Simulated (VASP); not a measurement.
Input:

```xyz
2
Lattice="0.0000 3.2430 3.2430 3.2430 0.0000 3.2430 3.2430 3.2430 0.0000" Properties=species:S:1:pos:R:3 pbc="T T T"
Te     3.2430     3.2430     3.2430
Pb     0.0000     0.0000     0.0000
```

These are optB88-vdW, VASP's PBE PAW potentials (set 64) (plane waves; VASP) values and carry that method's errors. Run with 520 eV cut-off, 7×7×7 Γ-centred mesh, Gaussian smearing of 0.050 eV, potentials Te Pb_d.

### Question
The job: PbTe (rock salt), 2 atoms, optB88-vdW, static run, 520 eV, 7×7×7 Γ-centred mesh. Roughly how much core time does it take on a busy server core?

### Answer
About 60 core-seconds (one run on a shared machine, a rough figure). It had 20 irreducible k-points, 14 bands, up to 1862 plane waves and 14 electronic steps.

The compound is PbTe in the rock salt structure. This cell is one point of a volume scan, at 0.97 of the reference volume.
